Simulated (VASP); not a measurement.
# Cl2SiH2 in VASP: notebook, part 2 of 2

VASP 6.6.1. The steps go on from the part before.

## 3. Relaxation of the atoms, PBE (atoms moved at random, drawn with an rms of 0.02 Å)

The input, INCAR:

```
PREC = Accurate
ENCUT = 520
EDIFF = 1E-7
ISMEAR = 0
SIGMA = 0.01
LREAL = False
LASPH = True
NELM = 100
ALGO = Normal
ISIF = 2
LWAVE = False
LCHARG = False
GGA = PE
IBRION = 2
NSW = 40
EDIFFG = -0.01
```

The input, KPOINTS:

```
regular mesh
0
Gamma
  1 1 1
```

The input, POSCAR:

```
SiH2Cl2
1.0
   12.0000000000      0.0000000000      0.0000000000
    0.0000000000     12.0000000000      0.0000000000
    0.0000000000      0.0000000000     12.0000000000
Cl Si H
2 1 2
Direct
    0.4000600000      0.4744790000      0.6252770000
    0.4181080000      0.6080770000      0.3823880000
    0.4991520000      0.5034740000      0.4871470000
    0.5141760000      0.3958490000      0.4323630000
    0.6032870000      0.5544030000      0.5257110000
```

Potentials or basis: VASP PAW PBE potentials, release 64 (Cl, Si, H).

Launch:

```console
$ cat potpaw_PBE.64/Cl/POTCAR potpaw_PBE.64/Si/POTCAR potpaw_PBE.64/H/POTCAR > POTCAR
$ mpirun -np 1 vasp_gam > vasp.out
```

Wall time 9.9 min (1 thread of Intel Xeon 6975P-C (Granite Rapids), shared host); peak memory 1.4 GiB.

It converged, with:

```yaml
Free_energy: -18.9962 eV
Energy_gained_by_relaxing: 4.1 meV/atom
Ionic_steps: 11
Largest_force_after_relaxing: 0.009 eV/Å
Gap_between_the_frontier_levels: 6.53 eV
```

Forces in eV/Å, atoms in the order of the input:
```
Cl   0.009 -0.001 -0.002
Cl   0.003  0.000 -0.002
Si  -0.002  0.000 -0.005
H   -0.006 -0.002  0.001
H   -0.004  0.003  0.007
```

Step by step:
```csv
step,energy change (eV),largest force (eV/Å),pressure (GPa)
1,0.0000,0.7658,0.05
2,-0.0112,0.5821,0.01
3,-0.0172,0.2325,0.02
4,-0.0193,0.0507,0.00
5,-0.0194,0.0626,-0.01
6,-0.0199,0.0565,-0.01
7,-0.0201,0.0888,-0.01
8,-0.0204,0.0306,-0.01
9,-0.0204,0.0141,-0.01
10,-0.0204,0.0136,-0.01
11,-0.0204,0.0089,-0.01
```

Final structure:
```yaml
crystal:
  lattice:
    - [12.00000, 0.00000, 0.00000]
    - [0.00000, 12.00000, 0.00000]
    - [0.00000, 0.00000, 12.00000]
  atoms:
    - { symbol: Cl, position: [0.40011, 0.47468, 0.62659] }
    - { symbol: Cl, position: [0.41850, 0.60937, 0.38122] }
    - { symbol: Si, position: [0.49757, 0.50249, 0.48881] }
    - { symbol: H, position: [0.51527, 0.39472, 0.43092] }
    - { symbol: H, position: [0.60333, 0.55502, 0.52535] }
```

Levels at points of the mesh, in eV from the valence-band top:
```tsv
k point	band 7	band 8	band 9	band 10	band 11	band 12	band 13	band 14
(0.00, 0.00, 0.00)	-0.68	-0.55	-0.31	0.00	6.53	6.73	7.03	7.71
```

## 4. Atomic charges, PBE+TS

The input, INCAR:

```
SYSTEM = SiH2Cl2
ALGO     = Normal         ! electronic algorithm
EDIFF    = 1E-6           ! SCF threshold, eV
ENCUT    = 520            ! plane-wave cutoff, eV
GGA      = PE             ! functional
ISIF     = 2              ! what is computed and relaxed
ISMEAR   = 0              ! smearing method
IVDW     = 2              ! dispersion correction
LASPH    = .True.         ! aspherical terms in the spheres
LCHARG   = .False.        ! write CHGCAR
LORBIT   = 10             ! projections on sites
LREAL    = .False.        ! projectors in reciprocal space
LWAVE    = .False.        ! write WAVECAR
NELM     = 80             ! most SCF steps
PREC     = Accurate       ! precision mode
SIGMA    = 0.01           ! smearing width, eV
```

The input, KPOINTS:

```
k-points
0
Gamma
  1 1 1
  0 0 0
```

The input, POSCAR:

```
SiH2Cl2
1.0
   12.0000000000      0.0000000000      0.0000000000
    0.0000000000     12.0000000000      0.0000000000
    0.0000000000      0.0000000000     12.0000000000
Cl Si H
2 1 2
Direct
    0.3997250000      0.4758583300      0.6250541700
    0.4194666700      0.6083750000      0.3806125000
    0.4974666700      0.5026666700      0.4885375000
    0.5154000000      0.3951250000      0.4316791700
    0.6024416700      0.5550250000      0.5253958300
```

Launch:

```console
$ cat potpaw_PBE.64/Cl/POTCAR potpaw_PBE.64/Si/POTCAR potpaw_PBE.64/H/POTCAR > POTCAR
$ mpirun -np 1 vasp_gam > vasp.out
```

Run time: 84 s. Hardware: 1 thread of Intel Xeon 6975P-C (Granite Rapids), shared host; peak memory 1.2 GiB.

Results (log left out):

```
Free energy                                           : -19.0105 eV
Largest force                                         : 0.259 eV/Å
Gap between the frontier levels                       : 6.60 eV
Valence electrons inside the program's atomic spheres : Cl 5.16; Si 1.64; H 0.60
Hirshfeld charges                                     : Cl -0.10; Si +0.31; H -0.06 e
Dispersion energy per atom                            : -0.004 eV
```

Forces in eV/Å, atoms in the order of the input:
```
Cl  -0.134 -0.052  0.213
Cl  -0.104  0.160 -0.176
Si   0.071 -0.032 -0.010
H    0.028 -0.140 -0.074
H    0.140  0.065  0.047
```

Levels at points of the mesh, in eV from the valence-band top:
| k point | band 6 | band 7 | band 8 | band 9 | band 10 | band 11 | band 12 | band 13 | band 14 |
| --- | --- | --- | --- | --- | --- | --- | --- | --- | --- |
| (0.00, 0.00, 0.00) | -2.29 | -0.70 | -0.57 | -0.32 | 0.00 | 6.60 | 6.77 | 7.05 | 7.72 |

Expect the measured gap to be larger: semilocal functionals such as PBE lack the derivative discontinuity.

## 5. Electron localisation function, PBE

The input, INCAR:

```
ALGO     = Normal         # electronic algorithm
EDIFF    = 1E-6           # SCF threshold, eV
ENCUT    = 520            # plane-wave cutoff, eV
GGA      = PE             # functional
ISIF     = 2              # what is computed and relaxed
ISMEAR   = 0              # smearing method
LASPH    = True           # aspherical terms in the spheres
LCHARG   = True           # write CHGCAR
LELF     = True           # ELF
LREAL    = False          # projectors in reciprocal space
LWAVE    = False          # write WAVECAR
NELM     = 80             # most SCF steps
PREC     = Accurate       # precision mode
SIGMA    = 0.01           # smearing width, eV
```

The input, KPOINTS:

```
k-points
0
Gamma
  1 1 1
```

POSCAR is that of step 4.

Launch:

```console
$ cat potpaw_PBE.64/Cl/POTCAR potpaw_PBE.64/Si/POTCAR potpaw_PBE.64/H/POTCAR > POTCAR
$ mpirun -np 1 vasp_gam > vasp.out
```

It took 74 s on 1 thread of Intel Xeon 6975P-C (Granite Rapids), shared host; peak memory 1.2 GiB.

It converged, with:

```yaml
Free_energy: -18.9924 eV
Largest_force: 0.231 eV/Å
Gap_between_the_frontier_levels: 6.60 eV
```

Forces on the atoms (eV/Å):
```
Cl  -0.123 -0.044  0.188
Cl  -0.096  0.143 -0.154
Si   0.070 -0.032 -0.010
H    0.023 -0.127 -0.067
H    0.125  0.060  0.043
```

Levels at points of the mesh, in eV from the valence-band top:
```csv
k point,band 7,band 8,band 9,band 10,band 11,band 12,band 13,band 14
"(0.00, 0.00, 0.00)",-0.70,-0.57,-0.32,0.00,6.60,6.77,7.05,7.72
```

Expect the measured gap to be larger: semilocal functionals such as PBE lack the derivative discontinuity.

## 6. Relaxation of the atoms, PBE

The input, INCAR:

```
PREC     = Accurate       # precision mode
ENCUT    = 520            # plane-wave cutoff, eV
EDIFF    = 1E-6           # SCF threshold, eV
ISMEAR   = 0              # smearing method
SIGMA    = 0.01           # smearing width, eV
LREAL    = F              # projectors in reciprocal space
LASPH    = T              # aspherical terms in the spheres
NELM     = 80             # most SCF steps
ALGO     = Normal         # electronic algorithm
ISIF     = 2              # what is computed and relaxed
LWAVE    = F              # write WAVECAR
LCHARG   = F              # write CHGCAR
GGA      = PE             # functional
IBRION   = 2              # ionic algorithm
NSW      = 60             # ionic steps
EDIFFG   = -0.02          # ionic threshold
```

The input, KPOINTS:

```
Automatic mesh
0
Gamma
  1 1 1
```

The input, POSCAR:

```
SiH2Cl2
1.0
   12.0000000000      0.0000000000      0.0000000000
    0.0000000000     12.0000000000      0.0000000000
    0.0000000000      0.0000000000     12.0000000000
Cl Si H
2 1 2
Cartesian
    4.7967000000      5.7102999600      7.5006500400
    5.0336000400      7.3005000000      4.5673500000
    5.9696000400      6.0320000400      5.8624500000
    6.1848000000      4.7415000000      5.1801500400
    7.2293000400      6.6603000000      6.3047499600
```

Potentials or basis: VASP PAW PBE potentials, release 64 (Cl, Si, H).

Launch:

```console
$ cat potpaw_PBE.64/Cl/POTCAR potpaw_PBE.64/Si/POTCAR potpaw_PBE.64/H/POTCAR > POTCAR
$ mpirun -np 1 vasp_gam > vasp.out
```

It took 2.6 min on 1 thread of Intel Xeon 6975P-C (Granite Rapids), shared host; peak memory 1.4 GiB.

The run converged. Its results:

```
Free energy                     : -18.9962 eV
Energy gained by relaxing       : 0.8 meV/atom
Ionic steps                     : 5
Largest force after relaxing    : 0.009 eV/Å
Gap between the frontier levels : 6.53 eV
```

Forces in eV/Å, atoms in the order of the input:
```
Cl   0.003 -0.005  0.006
Cl   0.004  0.002 -0.007
Si   0.006 -0.003 -0.001
H   -0.004  0.007  0.003
H   -0.009 -0.001 -0.001
```

The path:
| step | energy change (eV) | largest force (eV/Å) | pressure (GPa) |
| --- | --- | --- | --- |
| 1 | 0.0000 | 0.2309 | 0.04 |
| 2 | -0.0036 | 0.0953 | 0.00 |
| 3 | -0.0036 | 0.0950 | 0.00 |
| 4 | -0.0037 | 0.0677 | -0.01 |
| 5 | -0.0038 | 0.0087 | 0.00 |

Final structure:
```
CELL_PARAMETERS angstrom
12.00000 0.00000 0.00000
0.00000 12.00000 0.00000
0.00000 0.00000 12.00000
ATOMIC_POSITIONS crystal
Cl 0.39925 0.47566 0.62583
Cl 0.41910 0.60895 0.37997
Si 0.49755 0.50263 0.48853
H 0.51552 0.39448 0.43134
H 0.60308 0.55533 0.52561
```

Levels at points of the mesh, in eV from the valence-band top:
```csv
k point,band 7,band 8,band 9,band 10,band 11,band 12,band 13,band 14
"(0.00, 0.00, 0.00)",-0.68,-0.55,-0.30,0.00,6.53,6.73,7.04,7.72
```

## 7. Relaxation of the atoms, PBE+D4

The input, INCAR:

```
PREC = Accurate
ENCUT = 520
EDIFF = 1E-7
ISMEAR = 0
SIGMA = 0.01
LREAL = F
LASPH = T
NELM = 60
ALGO = Normal
ISIF = 2
LWAVE = F
LCHARG = F
GGA = PE
IVDW = 13
IBRION = 2
NSW = 60
EDIFFG = -0.005
```

KPOINTS is that of step 6.

The input, POSCAR:

```
SiH2Cl2
1.0
   12.0000000000      0.0000000000      0.0000000000
    0.0000000000     12.0000000000      0.0000000000
    0.0000000000      0.0000000000     12.0000000000
Cl Si H
2 1 2
Direct
    0.3997250000      0.4758583300      0.6250541700
    0.4194666700      0.6083750000      0.3806125000
    0.4974666700      0.5026666700      0.4885375000
    0.5154000000      0.3951250000      0.4316791700
    0.6024416700      0.5550250000      0.5253958300
```

Launch:

```console
$ cat potpaw_PBE.64/Cl/POTCAR potpaw_PBE.64/Si/POTCAR potpaw_PBE.64/H/POTCAR > POTCAR
$ mpirun -np 1 vasp_gam > vasp.out
```

It took 4 min on 1 thread of Intel Xeon 6975P-C (Granite Rapids), shared host; peak memory 1.4 GiB.

The run converged. Its results:

- Free energy: -19.1195 eV
- Energy gained by relaxing: 0.7 meV/atom
- Ionic steps: 5
- Gap between the frontier levels: 6.54 eV
- Dispersion energy per atom: -0.025 eV

Forces in eV/Å, atoms in the order of the input:
```
Cl   0.002 -0.002  0.001
Cl   0.002  0.000 -0.001
Si   0.000  0.000  0.000
H   -0.003  0.000  0.000
H   -0.001  0.002  0.001
```

The path:
| step | energy change (eV) | largest force (eV/Å) | pressure (GPa) |
| --- | --- | --- | --- |
| 1 | 0.0000 | 0.2151 | 0.04 |
| 2 | -0.0033 | 0.0819 | 0.00 |
| 3 | -0.0033 | 0.0827 | 0.00 |
| 4 | -0.0034 | 0.0671 | -0.01 |
| 5 | -0.0035 | 0.0028 | -0.01 |

Final structure:
```cif
data_structure
_symmetry_space_group_name_H-M 'P 1'
_symmetry_Int_Tables_number 1
_cell_length_a 12.0000
_cell_length_b 12.0000
_cell_length_c 12.0000
_cell_angle_alpha 90.000
_cell_angle_beta 90.000
_cell_angle_gamma 90.000
_cell_volume 1728.00
loop_
_atom_site_label
_atom_site_type_symbol
_atom_site_fract_x
_atom_site_fract_y
_atom_site_fract_z
_atom_site_occupancy
Cl1 Cl 0.39926 0.47570 0.62576 1
Cl2 Cl 0.41910 0.60891 0.38004 1
Si1 Si 0.49758 0.50262 0.48852 1
H1 H 0.51551 0.39449 0.43135 1
H2 H 0.60306 0.55533 0.52561 1
```

Levels at points of the mesh, in eV from the valence-band top:
```
           k point  band 8  band 9  band 10  band 11  band 12  band 13
(0.00, 0.00, 0.00)   -0.55   -0.30     0.00     6.54     6.73     7.03
```

PBE gaps usually lie below the measured ones, often by a third to a half.

## 8. The runs side by side

```csv
task,level,cell,gap on the mesh (eV),largest force (eV/Å)
single point,PBE,"atoms moved at random, drawn with an rms of 0.05 Å",6.38,0.85
relaxation of the atoms,PBE,"atoms relaxed from: atoms moved at random, drawn with an rms of 0.02 Å",6.53,0.01
atomic charges,PBE+TS,as given,6.60,0.26
electron localisation function,PBE,as given,6.60,0.23
relaxation of the atoms,PBE,atoms relaxed,6.53,0.01
relaxation of the atoms,PBE+D4,atoms relaxed,6.54,-
```

Alike in all rows: potentials or basis VASP PAW PBE potentials, release 64 (Cl, Si, H); no spin polarisation; k mesh 1 × 1 × 1; cutoff (eV) 520; smearing gaussian 0.01 eV.

Absolute energies hang on the potentials; compare differences alone.
